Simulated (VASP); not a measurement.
Computed with PBE GGA, VASP's PBE PAW potentials (set 64) (plane waves; VASP).

The input files of a VASP run:

File KPOINTS:
```
Automatic mesh
0
Gamma
 11 11 6
```

**INCAR**
```
SYSTEM = Os
PREC = Accurate; ENCUT = 300; LREAL = .FALSE.
LASPH = .TRUE.
EDIFF = 1E-6; NELM = 100; ALGO = Normal
LMAXMIX = 6
ISMEAR = 0; SIGMA = 0.136
GGA = PE
ISIF = 2
LWAVE = .FALSE.; LCHARG = .FALSE.
```

### POSCAR
```
Os
1
    1.3650000000    -2.3642490000     0.0000000000
    1.3650000000     2.3642490000     0.0000000000
    0.0000000000     0.0000000000     4.3200000000
Os
2
Direct
  0.3333330000   0.6666670000   0.2500000000
  0.6666670000   0.3333330000   0.7500000000
```

POTCAR, in this order: Os (PBE.64 set). Program: vasp_std.

The run wrote:

### OSZICAR
```
       N       E                     dE             d eps       ncg     rms          rms(c)
DAV:   1     0.519679735749E+02    0.51968E+02   -0.56416E+03  1580   0.814E+02
DAV:   2    -0.207862607879E+02   -0.72754E+02   -0.65824E+02  1760   0.300E+02
DAV:   3    -0.238202508877E+02   -0.30340E+01   -0.29055E+01  1736   0.518E+01
DAV:   4    -0.238689213393E+02   -0.48670E-01   -0.47794E-01  1708   0.577E+00
DAV:   5    -0.238694997371E+02   -0.57840E-03   -0.57831E-03  1712   0.525E-01    0.256E+01
DAV:   6    -0.227859274573E+02    0.10836E+01   -0.11427E+00  1616   0.920E+00    0.120E+01
DAV:   7    -0.224627152234E+02    0.32321E+00   -0.85568E-01  1688   0.780E+00    0.575E-01
DAV:   8    -0.224562071052E+02    0.65081E-02   -0.83422E-03  1576   0.762E-01    0.285E-01
DAV:   9    -0.224550255984E+02    0.11815E-02   -0.10788E-03  1680   0.368E-01    0.418E-02
DAV:  10    -0.224550416212E+02   -0.16023E-04   -0.27410E-05  1696   0.443E-02    0.102E-02
DAV:  11    -0.224550261119E+02    0.15509E-04   -0.29756E-06  1508   0.209E-02    0.107E-03
DAV:  12    -0.224550255052E+02    0.60665E-06   -0.83047E-08   800   0.304E-03
   1 F= -.22455026E+02 E0= -.22447313E+02  d E =-.154241E-01
```

OUTCAR:
```
------------------------ aborting loop because EDIFF is reached ----------------------------------------
  FORCE on cell =-STRESS in cart. coord.  units (eV):
  Direction    XX          YY          ZZ          XY          YZ          ZX
  --------------------------------------------------------------------------------------
  Total        1.4942632      1.4942628      1.3888561      0.0000000      0.0000000      0.0000000
  in kB       85.8614223     85.8613967     79.8046579      0.0000000      0.0000000      0.0000000
  external PRESSURE =      83.8424923 kB  Pullay stress =       0.0000000 kB
  volume of cell :       27.88
      direct lattice vectors                 reciprocal lattice vectors
     1.365000000 -2.364249000  0.000000000     0.366300366 -0.211483647  0.000000000
     1.365000000  2.364249000  0.000000000     0.366300366  0.211483647  0.000000000
     0.000000000  0.000000000  4.320000000     0.000000000  0.000000000  0.231481481
 POSITION                                       TOTAL-FORCE (eV/Angst)
 -----------------------------------------------------------------------------------
      1.36500      0.78808      1.08000        -0.000000     -0.000000      0.000000
      1.36500     -0.78808      3.24000         0.000000      0.000000      0.000000
 -----------------------------------------------------------------------------------
    total drift:                                0.000000      0.000021     -0.000020
  FREE ENERGIE OF THE ION-ELECTRON SYSTEM (eV)
  ---------------------------------------------------
  free  energy   TOTEN  =       -22.4550255052 eV

  energy  without entropy=      -22.4396014053  energy(sigma->0) =      -22.44731346
```
(Selected blocks of OUTCAR.)

### OUTCAR
```
 val. band max:        9.4496249368   @ k =   0.3636   0.0000   0.3333

 cond. band min:       9.5215324162   @ k =   0.0000   0.0000   0.0000


 Fermi energy:         9.4670741328

 k-point     1 :       0.0000    0.0000    0.0000
  band No.  band energies     occupation
      1      -1.4597      2.00000
      2       1.6929      2.00000
      3       6.4492      2.00000
      4       6.4492      2.00000
      5       6.6796      2.00000
      6       7.2891      2.00000
      7       7.2891      2.00000
      8       7.9560      2.00000
      9       7.9560      2.00000
     10       9.5215      0.57120
     11      11.2091      0.00000
     12      11.2091      0.00000

 k-point     2 :       0.0909    0.0000    0.0000
  band No.  band energies     occupation
      1      -1.1260      2.00000
      2       1.9866      2.00000
      3       5.8901      2.00000
      4       6.7449      2.00000
      5       7.0517      2.00000
      6       7.2037      2.00000
      7       7.4731      2.00000
      8       7.5652      2.00000
      9       7.7249      2.00000
     10       8.4638      2.00000
     11      11.3671      0.00000
     12      12.8375      0.00000

 k-point     3 :       0.1818    0.0000    0.0000
  band No.  band energies     occupation
      1      -0.2040      2.00000
      2       2.6739      2.00000
      3       5.2443      2.00000
      4       5.9887      2.00000
      5       6.6328      2.00000
      6       7.2041      2.00000
      7       7.5999      2.00000
      8       7.8668      2.00000
      9       7.9431      2.00000
     10       8.3566      2.00000
     11      11.6866      0.00000
     12      15.2291      0.00000

 k-point     4 :       0.2727    0.0000    0.0000
  band No.  band energies     occupation
      1       1.0230      2.00000
      2       2.9769      2.00000
      3       4.5942      2.00000
      4       5.2038      2.00000
      5       6.4899      2.00000
      6       6.6499      2.00000
...
```

At this cut-off the stress carries a Pulay error, which pulls relaxed volumes low. Unless said otherwise, spin-orbit coupling is left out, though it shifts the bands of the heavy elements here.

The structure is a typed Os crystal (P6_3/mmc). The cell was not relaxed at this level.
